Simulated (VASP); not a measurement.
# ZrW: structure and properties in VASP, part 2 of 5

What structure does ZrW take at this level, and what are its properties? The cell is invented: it takes the structure of a Materials Project entry for MoRu (space group 187 there), with all of its atoms replaced by other elements, volume scaled by an estimate. It may not be a known or stable phase.

VASP 6.6.1, plane waves and PAW; the level of theory is named at each step.

Still holding for the runs below: The k-mesh is coarse for a metal.

So far. Step 2 (Full relaxation (LDA)): It ends with forces that vanish by symmetry and a pressure of 0.02 GPa. The relaxed cell has a = 2.810, c = 5.222 Å (conventional setting).

## 3. Second relaxation

Level of this step: LDA; plane waves and PAW (W, Zr_sv); invented cell (VASP).

A relaxation keeps the plane waves of the cell it began with, so it is repeated from the new cell, on a basis made for it. The mesh changes with the cell too.

The input, INCAR:

```
SYSTEM = ZrW
PREC = Accurate
ENCUT = 400
EDIFF = 1E-06
NELM = 100
ISMEAR = -1
SIGMA = 0.05
LREAL = .FALSE.
ALGO = Normal
GGA = CA
NBANDS = 15
LORBIT = 11
LWAVE = .FALSE.
LCHARG = .FALSE.
IBRION = 2
NSW = 60
ISIF = 3
EDIFFG = -0.01
```

The input, POSCAR:

```
ZrW
1.0
    2.8104069510      0.0000000489      0.0000000000
   -1.4052038886      2.4338842363      0.0000000000
    0.0000000000      0.0000000000      5.2221435420
W Zr
1 1
Direct
    0.3333333300      0.6666666700      0.0000000000
    0.0000000000      0.0000000000      0.5000000000
```

The input, KPOINTS:

```
Automatic mesh
0
Gamma
11 11 5
0 0 0
```

The projector-augmented-wave data sets are W and Zr_sv (LDA family, release 64).

Started as:

```sh
$ mpirun -np 1 vasp_std
```

The log of the run:

```text
[... set-up lines as in an earlier step ...]
 entering main loop
       N       E                     dE             d eps       ncg     rms          rms(c)
DAV:   1     0.926033517616E+02    0.92603E+02   -0.81972E+03  1440   0.944E+02
DAV:   2    -0.171694902377E+02   -0.10977E+03   -0.10591E+03  1839   0.278E+02
DAV:   3    -0.235377536799E+02   -0.63683E+01   -0.62915E+01  2479   0.518E+01
DAV:   4    -0.236558660143E+02   -0.11811E+00   -0.11799E+00  1679   0.654E+00
DAV:   5    -0.236602680812E+02   -0.44021E-02   -0.44020E-02  2147   0.813E-01    0.244E+01
DAV:   6    -0.230945250271E+02    0.56574E+00   -0.30527E+00  2049   0.944E+00    0.100E+01
DAV:   7    -0.230819263179E+02    0.12599E-01   -0.46054E+00  1949   0.107E+01    0.714E+00
DAV:   8    -0.225789592219E+02    0.50297E+00   -0.14630E+00  1936   0.610E+00    0.831E-01
DAV:   9    -0.225829159905E+02   -0.39568E-02   -0.55636E-02  1475   0.162E+00    0.258E-01
DAV:  10    -0.225825362284E+02    0.37976E-03   -0.18223E-03  1945   0.306E-01    0.939E-02
DAV:  11    -0.225824909384E+02    0.45290E-04   -0.19341E-04  1893   0.103E-01    0.373E-02
DAV:  12    -0.225824888745E+02    0.20638E-05   -0.71673E-06  1631   0.256E-02    0.192E-02
DAV:  13    -0.225824879761E+02    0.89846E-06   -0.94176E-07   959   0.814E-03
   1 F= -.22582488E+02 E0= -.22570727E+02  d E =-.225825E+02
 curvature:   0.00 expect dE= 0.000E+00 dE for cont linesearch  0.000E+00
 trial: gam= 0.00000 g(F)=  0.578E-46 g(S)=  0.158E-02 ort = 0.000E+00 (trialstep = 0.100E+01)
 search vector abs. value=  0.158E-02
 bond charge predicted
       N       E                     dE             d eps       ncg     rms          rms(c)
DAV:   1    -0.225898182983E+02   -0.73294E-02   -0.30043E-01  1448   0.478E+00    0.777E-01
DAV:   2    -0.225843308470E+02    0.54875E-02   -0.11739E-02  1818   0.887E-01    0.286E-01
DAV:   3    -0.225836713510E+02    0.65950E-03   -0.76978E-03  2168   0.611E-01    0.196E-01
DAV:   4    -0.225826705811E+02    0.10008E-02   -0.24303E-03  1941   0.308E-01    0.981E-02
DAV:   5    -0.225827209538E+02   -0.50373E-04   -0.93933E-05  1700   0.710E-02    0.360E-02
DAV:   6    -0.225827303987E+02   -0.94448E-05   -0.59386E-05  2203   0.440E-02    0.772E-03
DAV:   7    -0.225827302801E+02    0.11852E-06   -0.11009E-06  1121   0.806E-03
   2 F= -.22582730E+02 E0= -.22571328E+02  d E =-.242304E-03
[...]
3 F= -.22582942E+02 E0= -.22571396E+02  d E =-.454419E-03
[...]
4 F= -.22582934E+02 E0= -.22571409E+02  d E =0.852677E-05
 trial-energy change:    0.000009  1 .order    0.000008   -0.000265    0.000282
 step:   0.4452(harm=  0.4452)  dis= 0.00000  next Energy=   -22.583007 (dE=-0.643E-04)
 bond charge predicted
       N       E                     dE             d eps       ncg     rms          rms(c)
DAV:   1    -0.225835645542E+02   -0.63070E-03   -0.16315E-02  1440   0.114E+00    0.205E-01
DAV:   2    -0.225833336835E+02    0.23087E-03   -0.26925E-03  1885   0.404E-01    0.108E-01
DAV:   3    -0.225830409084E+02    0.29278E-03   -0.10111E-03  1869   0.167E-01    0.398E-02
DAV:   4    -0.225829980805E+02    0.42828E-04   -0.18063E-04  2068   0.104E-01    0.299E-02
DAV:   5    -0.225830036654E+02   -0.55849E-05   -0.82136E-06  1921   0.206E-02    0.129E-02
DAV:   6    -0.225830063535E+02   -0.26881E-05   -0.10797E-05  2062   0.165E-02    0.327E-03
DAV:   7    -0.225830064181E+02   -0.64622E-07   -0.14597E-07   741   0.329E-03
   5 F= -.22583006E+02 E0= -.22571471E+02  d E =-.640227E-04
 curvature:  -0.26 expect dE=-0.452E-06 dE for cont linesearch -0.469E-09
 trial: gam= 0.03497 g(F)=  0.636E-46 g(S)=  0.177E-05 ort =-0.780E-06 (trialstep = 0.823E+00)
 search vector abs. value=  0.212E-05
 reached required accuracy - stopping structural energy minimisation
```

Run time: 71 s. Hardware: 1 MPI rank of AMD EPYC 7R43, shared host; peak memory 0.1 GiB.

From OUTCAR (step 3):

```text
  LATTYP: Found a hexagonal cell.
 ALAT       =     2.8104069510
 C/A-ratio  =     1.8581449708

The static configuration has the point symmetry D_3h.

 Found     48 irreducible k-points:

   k-points           NKPTS =     48   k-points in BZ     NKDIM =     48   number of bands    NBANDS=     15

   dimension x,y,z NGX =    18 NGY =   18 NGZ =   36
   dimension x,y,z NGXF=    36 NGYF=   36 NGZF=   72

   ENCUT  =  400.0 eV  29.40 Ry    5.42 a.u.   4.58  4.58  8.52*2*pi/ulx,y,z

   NELECT =      18.0000    total number of electrons

 E-fermi :   9.1040

 k-point     1 :       0.0000    0.0000    0.0000
  band No.  band energies     occupation
    ...
      5       1.4526      2.00000
      6       4.8862      2.00000
      7       7.9399      2.00000
      8       8.9233      1.94751
      9       8.9233      1.94750
     10       9.4162      0.00387
     11      10.6410      0.00000
     12      10.6410      0.00000
     13      11.7062      0.00000
     14      11.7062      0.00000
    ...

 k-point     2 :       0.0909    0.0000    0.0000
  band No.  band energies     occupation
    ...
      5       1.7873      2.00000
      6       5.2238      2.00000
      7       8.0668      2.00000
      8       8.7235      1.99901
      9       8.8697      1.98172
     10       9.2331      0.14052
     11      10.2742      0.00000
     12      10.9865      0.00000
     13      11.4369      0.00000
     14      11.5109      0.00000
    ...

  Total       -0.0060359     -0.0060359      0.0006182      0.0000000     -0.0000000     -0.0000000
  in kB       -0.2710851     -0.2710852      0.0277626      0.0000000     -0.0000000     -0.0000000
  external PRESSURE =      -0.1714692 kB  Pullay stress =       0.0000000 kB

  energy-cutoff  :      400.00
  volume of cell :       35.67
      direct lattice vectors                 reciprocal lattice vectors
     2.804340362  0.000000050 -0.000000000     0.356590093  0.205877411 -0.000000000
    -1.402170592  2.428630413 -0.000000000    -0.000000007  0.411754701 -0.000000000
    -0.000000000  0.000000000  5.237905767     0.000000000  0.000000000  0.190915997

 POSITION                                       TOTAL-FORCE (eV/Angst)
 -----------------------------------------------------------------------------------
     -0.00000      1.61909     -0.00000        -0.000000     -0.000000     -0.000000
      0.00000      0.00000      2.61895         0.000000      0.000000      0.000000
 -----------------------------------------------------------------------------------
    total drift:                                0.000000     -0.000000      0.000000

  FREE ENERGIE OF THE ION-ELECTRON SYSTEM (eV)
  ---------------------------------------------------
  free  energy   TOTEN  =       -22.5830064181 eV

  energy  without entropy=      -22.5599356462  energy(sigma->0) =      -22.57147103

 total charge
# of ion       s       p       d       tot
------------------------------------------
    1        0.689   0.552   4.093   5.334
    2        2.255   5.964   1.997  10.216
--------------------------------------------------
tot          2.944   6.516   6.090  15.550

[... 2 parts as in an earlier step ...]

[... 7 further parts left out ...]
```

CONTCAR:

```
ZrW
   1.00000000000000
     2.8043403618270673    0.0000000497193321   -0.0000000000000000
    -1.4021705923208321    2.4286304126610463   -0.0000000000000000
    -0.0000000000000000    0.0000000000000000    5.2379057669441877
  W               Zr
     1     1
Direct
     0.3333333300000021    0.6666666699999979    0.0000000000000000
     0.0000000000000000    0.0000000000000000    0.5000000000000000
```

Step by step:

```
step  energy less that of the first step (eV)  largest force (eV/Å)  pressure (GPa)  volume (Å³)
   1                                   0.0000                0.0000           -0.29        35.72
   2                                  -0.0002                0.0000            0.64        35.55
   3                                  -0.0005                0.0000            0.25        35.62
   4                                  -0.0004                0.0000           -0.29        35.73
   5                                  -0.0005                0.0000           -0.02        35.67
```

```csv
"conventional cell, symmetrised",before,after,change
a (Å),2.810,2.804,-0.2 %
b (Å),2.810,2.804,-0.2 %
c (Å),5.222,5.238,+0.3 %
volume (Å³/atom),17.86,17.84,-0.1 %
```

Final coordinates:

```
W Zr
1.0
     2.80434    0.00000    0.00000
    -1.40217    2.42863    0.00000
     0.00000    0.00000    5.23791
W Zr
1 1
Cartesian
  0.0000 1.6191 0.0000
  0.0000 0.0000 2.6190
```

Numbers from this step:

```
irreducible k-points            : 48
free energy (TOTEN)             : -22.58 eV
energy at zero smearing         : -22.57 eV
Fermi energy                    : 9.104 eV
pressure                        : -0.01715 GPa
SCF cycles over all ionic steps : 41
```

It ends with forces that vanish by symmetry and a pressure of -0.02 GPa. The volume moved by only 0.13 %, so the volume is settled.

## 4. Density, ELF and potential (LDA)

The relaxed cell gets a fresh self-consistent run, on a basis set for its own volume, to fix the density and to check the remaining stress.

INCAR: that of step 3 with these lines changed.

```diff
@@ -13,6 +13,5 @@
 LWAVE = .FALSE.
-LCHARG = .FALSE.
-IBRION = 2
-NSW = 60
-ISIF = 3
-EDIFFG = -0.01
+LCHARG = .TRUE.
+ISIF = 2
+LELF = .TRUE.
+LVHAR = .TRUE.
```

The input, POSCAR:

```
ZrW
1.0
    2.8043403618      0.0000000497      0.0000000000
   -1.4021705923      2.4286304127      0.0000000000
    0.0000000000      0.0000000000      5.2379057669
W Zr
1 1
Direct
    0.3333333300      0.6666666700      0.0000000000
    0.0000000000      0.0000000000      0.5000000000
```

KPOINTS is that of step 3.

Started as:

```sh
$ mpirun -np 1 vasp_std
```

The log of the run:

```text
[... set-up lines as in an earlier step ...]
 entering main loop
       N       E                     dE             d eps       ncg     rms          rms(c)
DAV:   1     0.934814919624E+02    0.93481E+02   -0.81965E+03  1440   0.946E+02
DAV:   2    -0.169680771300E+02   -0.11045E+03   -0.10651E+03  1881   0.279E+02
DAV:   3    -0.235702731203E+02   -0.66022E+01   -0.64996E+01  2587   0.519E+01
DAV:   4    -0.236586960895E+02   -0.88423E-01   -0.88310E-01  1693   0.571E+00
DAV:   5    -0.236602284601E+02   -0.15324E-02   -0.15322E-02  2061   0.601E-01    0.245E+01
DAV:   6    -0.230951919839E+02    0.56504E+00   -0.30893E+00  2050   0.949E+00    0.101E+01
DAV:   7    -0.230832691878E+02    0.11923E-01   -0.46148E+00  1957   0.107E+01    0.718E+00
DAV:   8    -0.225795172622E+02    0.50375E+00   -0.14765E+00  1946   0.614E+00    0.817E-01
DAV:   9    -0.225833951484E+02   -0.38779E-02   -0.54517E-02  1461   0.161E+00    0.258E-01
DAV:  10    -0.225830184011E+02    0.37675E-03   -0.17137E-03  1938   0.303E-01    0.891E-02
DAV:  11    -0.225829703244E+02    0.48077E-04   -0.20627E-04  1861   0.107E-01    0.424E-02
DAV:  12    -0.225829684277E+02    0.18967E-05   -0.64629E-06  1688   0.248E-02    0.215E-02
DAV:  13    -0.225829673753E+02    0.10524E-05   -0.11342E-06   944   0.923E-03    0.596E-03
DAV:  14    -0.225829673425E+02    0.32746E-07   -0.25953E-07   776   0.449E-03
   1 F= -.22582967E+02 E0= -.22571432E+02  d E =-.230705E-01
```

The job ended after 22 s (1 MPI rank; peak memory 0.1 GiB).

OUTCAR, selected parts (step 4):

```text
  LATTYP: Found a hexagonal cell.
 ALAT       =     2.8043403618
 C/A-ratio  =     1.8677853224

The static configuration has the point symmetry D_3h.

 Found     48 irreducible k-points:

   ENCUT  =  400.0 eV  29.40 Ry    5.42 a.u.   4.57  4.57  8.54*2*pi/ulx,y,z

   NELECT =      18.0000    total number of electrons

 E-fermi :   9.1040

 k-point     1 :       0.0000    0.0000    0.0000
  band No.  band energies     occupation
    ...
      5       1.4526      2.00000
      6       4.8862      2.00000
      7       7.9399      2.00000
      8       8.9233      1.94752
      9       8.9233      1.94751
     10       9.4162      0.00387
     11      10.6410      0.00000
     12      10.6410      0.00000
     13      11.7061      0.00000
     14      11.7061      0.00000
    ...

 k-point     2 :       0.0909    0.0000    0.0000
  band No.  band energies     occupation
    ...
      5       1.7873      2.00000
      6       5.2238      2.00000
      7       8.0668      2.00000
      8       8.7235      1.99901
      9       8.8697      1.98172
     10       9.2331      0.14054
     11      10.2742      0.00000
     12      10.9865      0.00000
     13      11.4369      0.00000
     14      11.5108      0.00000
    ...

  Total       -0.0068923     -0.0068923      0.0013376      0.0000000      0.0000000     -0.0000000
  in kB       -0.3095455     -0.3095456      0.0600758      0.0000000      0.0000000     -0.0000000
  external PRESSURE =      -0.1863384 kB  Pullay stress =       0.0000000 kB

  energy-cutoff  :      400.00
  volume of cell :       35.67
      direct lattice vectors                 reciprocal lattice vectors
     2.804340362  0.000000050  0.000000000     0.356590093  0.205877411  0.000000000
    -1.402170592  2.428630413  0.000000000    -0.000000007  0.411754701  0.000000000
     0.000000000  0.000000000  5.237905767     0.000000000  0.000000000  0.190915997

 POSITION                                       TOTAL-FORCE (eV/Angst)
 -----------------------------------------------------------------------------------
     -0.00000      1.61909      0.00000         0.000000      0.000000      0.000000
      0.00000      0.00000      2.61895        -0.000000     -0.000000      0.000000
 -----------------------------------------------------------------------------------
    total drift:                                0.000000     -0.000000      0.000000

  FREE ENERGIE OF THE ION-ELECTRON SYSTEM (eV)
  ---------------------------------------------------
  free  energy   TOTEN  =       -22.5829673425 eV

  energy  without entropy=      -22.5598968586  energy(sigma->0) =      -22.57143210

[... 4 parts as in an earlier step ...]

[... 7 further parts left out ...]
```

This step gave:

* SCF cycles: 14
* pressure: -0.01863 GPa

Valence electrons inside each PAW sphere by angular momentum. Sphere charges, by row:

```csv
atom,s (e),p (e),d (e),tot (e)
W1,0.689,0.552,4.093,5.334
Zr2,2.255,5.964,1.997,10.22
```

ELF in the ac plane at fractional y = 0.000, with atoms of Zr within 0.2 Å of it. It is the smooth field of the valence electrons, not physical close to the nuclei.

Values, 24 rows by 15 columns, each cell a mean:
```
0.55 0.53 0.46 0.38 0.32 0.27 0.22 0.18 0.18 0.22 0.27 0.32 0.38 0.46 0.53
0.58 0.55 0.48 0.39 0.31 0.24 0.20 0.17 0.17 0.19 0.24 0.31 0.39 0.48 0.55
0.59 0.57 0.51 0.41 0.32 0.25 0.20 0.18 0.18 0.20 0.25 0.32 0.41 0.51 0.57
0.55 0.54 0.50 0.43 0.35 0.29 0.25 0.23 0.23 0.25 0.29 0.35 0.43 0.50 0.54
0.40 0.40 0.39 0.38 0.36 0.34 0.33 0.32 0.32 0.33 0.34 0.36 0.38 0.39 0.40
0.22 0.23 0.23 0.25 0.28 0.33 0.37 0.39 0.39 0.37 0.33 0.28 0.25 0.23 0.23
0.23 0.21 0.17 0.16 0.17 0.23 0.32 0.38 0.38 0.32 0.23 0.17 0.16 0.17 0.21
0.52 0.48 0.36 0.22 0.15 0.16 0.23 0.31 0.31 0.23 0.16 0.15 0.22 0.36 0.48
0.79 0.77 0.68 0.50 0.29 0.17 0.18 0.23 0.23 0.18 0.17 0.29 0.50 0.68 0.77
0.83 0.83 0.79 0.70 0.48 0.26 0.18 0.20 0.20 0.18 0.26 0.48 0.70 0.79 0.83
0.80 0.81 0.81 0.77 0.61 0.36 0.21 0.19 0.19 0.21 0.36 0.61 0.77 0.81 0.81
0.77 0.78 0.80 0.78 0.65 0.40 0.22 0.19 0.19 0.22 0.40 0.65 0.78 0.80 0.78
0.79 0.80 0.81 0.77 0.62 0.36 0.21 0.19 0.19 0.21 0.36 0.62 0.77 0.81 0.80
0.83 0.83 0.80 0.71 0.50 0.27 0.18 0.20 0.20 0.18 0.27 0.50 0.71 0.80 0.83
0.80 0.78 0.70 0.52 0.31 0.18 0.18 0.23 0.23 0.18 0.18 0.31 0.52 0.70 0.78
0.58 0.54 0.42 0.26 0.16 0.16 0.22 0.29 0.29 0.22 0.16 0.16 0.26 0.42 0.54
0.23 0.21 0.17 0.15 0.16 0.22 0.31 0.38 0.38 0.31 0.22 0.16 0.15 0.17 0.21
0.21 0.21 0.21 0.23 0.27 0.32 0.37 0.40 0.40 0.37 0.32 0.27 0.23 0.21 0.21
0.38 0.38 0.37 0.37 0.36 0.35 0.34 0.33 0.33 0.34 0.35 0.36 0.37 0.37 0.38
0.54 0.53 0.49 0.43 0.36 0.30 0.26 0.24 0.24 0.26 0.30 0.36 0.43 0.49 0.53
0.59 0.57 0.51 0.42 0.32 0.25 0.20 0.18 0.18 0.20 0.25 0.32 0.42 0.51 0.57
0.58 0.56 0.49 0.39 0.31 0.24 0.19 0.17 0.17 0.19 0.24 0.31 0.39 0.49 0.56
0.56 0.53 0.46 0.38 0.32 0.26 0.21 0.18 0.18 0.21 0.26 0.32 0.38 0.46 0.53
0.54 0.52 0.45 0.38 0.33 0.28 0.23 0.20 0.20 0.23 0.28 0.33 0.38 0.45 0.52
```
Columns run along a (2.8 Å), rows up along c (5.2 Å). Atoms in or near the plane, at fractional coordinates: Zr at (0.00, 0.50).

Electrostatic potential energy in the ac plane at fractional y = 0.000, with atoms of Zr within 0.2 Å of it. With pseudopotentials it is smooth inside the atoms' cores, unlike the true potential.

Ten even steps from '_' (-65 eV) to '@' (1 eV):
```
@@@@@@@@%%############%%@@@@@@
@@@@@@@@%%%%########%%%%@@@@@@
@@@@@@@@@@%%%%####%%%%@@@@@@@@
@@@@@@@@@@@@%%%%%%%%@@@@@@@@@@
@@@@@@@@@@@@@@@@@@@@@@@@@@@@@@
@@@@@@@@@@@@@@@@@@@@@@@@@@@@@@
@@@@@@@@@@@@@@@@@@@@@@@@@@@@@@
%%%%%%@@@@@@@@@@@@@@@@@@@@%%%%
++++**##%%@@@@@@@@@@@@%%##**++
::::--++##%%@@@@@@@@%%##++--::
____..--++##@@@@@@@@##++--..__
______..==**%%@@@@%%**==..____
______..--**%%@@@@%%**--..____
______..--**%%@@@@%%**--..____
______..==**%%@@@@%%**==..____
____..--++##@@@@@@@@##++--..__
::::--++##%%@@@@@@@@%%##++--::
++++**##%%@@@@@@@@@@@@%%##**++
%%%%%%@@@@@@@@@@@@@@@@@@@@%%%%
@@@@@@@@@@@@@@@@@@@@@@@@@@@@@@
@@@@@@@@@@@@@@@@@@@@@@@@@@@@@@
@@@@@@@@@@@@@@@@@@@@@@@@@@@@@@
@@@@@@@@@@@@%%%%%%%%@@@@@@@@@@
@@@@@@@@@@%%%%####%%%%@@@@@@@@
@@@@@@@@%%%%########%%%%@@@@@@
@@@@@@@@%%############%%@@@@@@
@@@@@@%%%%############%%%%@@@@
```
Columns run along a (2.8 Å; values clipped at the 3rd and 97th percentile), rows up along c (5.2 Å). Atoms in or near the plane, at fractional coordinates: Zr at (0.00, 0.50).

Valence density in the ac plane at fractional y = 0.000, with atoms of Zr within 0.2 Å of it. It is the smooth field of the valence electrons, not physical close to the nuclei.

Ten even steps from '_' (0.2 e/Å³) to '@' (6.0 e/Å³):
```
______________________________
______________________________
______________________________
______________________________
______________________________
______________________________
______________________________
______________________________
....________________________..
----::..________________..::--
**++==::..____________..::==++
%%%%**==::____________::==**%%
@@@@##++::..________..::++##@@
@@@@##++::..________..::++##@@
%%%%**==::____________::==**%%
**++==::..____________..::==++
----::..________________..::--
....________________________..
______________________________
______________________________
______________________________
______________________________
______________________________
______________________________
______________________________
______________________________
______________________________
```
Columns run along a (2.8 Å), rows up along c (5.2 Å). Atoms in or near the plane, at fractional coordinates: Zr at (0.00, 0.50).

In this run the pressure is -0.02 GPa, small enough to go on; single stress components reach 0.03 GPa.

(Continued in part 3 of 5.)

[Lines on the potential files, build, host, timing and source positions are cut from VASP's logs without a mark.]

[Logs are printed without paths, hosts, clocks, repeated set-up lines and the standing remarks that a program may print on its own settings, such as how far it seeks lower states.]

[Hosts, paths, dates, database ids (printed as entryN), source tags and the programs' standing remarks are cut or masked in the printed files.]

[A measured line is paired with the nearest computed mode of its activity, which favours agreement.]

[In band tables of VASP the shares of atoms and orbitals are scaled to a sum of 1 inside the atoms' spheres.]
